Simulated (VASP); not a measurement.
Consider the following.

```yaml
crystal:
  lattice:
    - [0.00000, 2.56601, 2.56601]
    - [2.56601, 0.00000, 2.56601]
    - [2.56601, 2.56601, 0.00000]
  atoms:
    - { symbol: Hf, position: [0.00000, 0.00000, 0.00000] }
    - { symbol: O, position: [0.25000, 0.25000, 0.25000] }
    - { symbol: O, position: [0.75000, 0.75000, 0.75000] }
```

The numbers are results of vdW-DF-cx, VASP's PBE PAW potentials (set 64) (plane waves; VASP), not measurements. Run with 520 eV cut-off, 8×8×8 Γ-centred mesh, Gaussian smearing of 0.050 eV, potentials Hf_pv O.

Give the stress tensor in GPa (positive for a compressed cell).

```
-13.82    0.00    0.00
  0.00  -13.82    0.00
  0.00    0.00  -13.82
```
The pressure is its mean diagonal, -13.82 GPa.

The compound is HfO2 in the fluorite structure, the high-temperature cubic form, which is unstable at 0 K; the monoclinic form is the stable one. This cell is one point of a volume scan, at 1.06 of the reference volume.
